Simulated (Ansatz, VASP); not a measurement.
Lu4C3 in VASP and in Ansatz

```
CELL_PARAMETERS angstrom
4.88827 0.00000 0.00000
0.00000 4.88827 0.00000
0.00000 0.00000 4.88827
ATOMIC_POSITIONS crystal
Lu 0.50000 0.50000 0.50000
Lu 0.50000 0.00000 0.00000
Lu 0.00000 0.50000 0.00000
Lu 0.00000 0.00000 0.50000
C 0.50000 0.50000 0.00000
C 0.00000 0.50000 0.50000
C 0.50000 0.00000 0.50000
```

Change from the starting cell: species swapped into the W3N4 type (Pm-3m, No. 221).

Alike in both runs: functional PBE; k mesh 8 × 8 × 8; occupations gaussian, width 0.1 eV; no spin polarisation.

Ansatz relaxed the structure, and its values are those at the end. VASP's run is a single point on that final structure, the one shown.

|  | VASP | Ansatz |
| --- | --- | --- |
| version | VASP 6.6.1 | Ansatz 0.2.0 |
| potentials or method | VASP PAW PBE potentials, release 64 (Lu, C) | scalar-relativistic, plane waves, PAW |
| plane-wave cutoff (eV) | 520 | 420 |
| valence electrons in the cell | 112 | 112 |

```csv
,VASP,Ansatz,Ansatz less VASP
gap on the k mesh at the Fermi level (eV),none,none,-
pressure (GPa),0.6,0.0,-0.62
```

A gap of «none» marks a metal or a gap that the smearing closes.

The runs have no spin-orbit coupling, so splittings on Lu are missing.
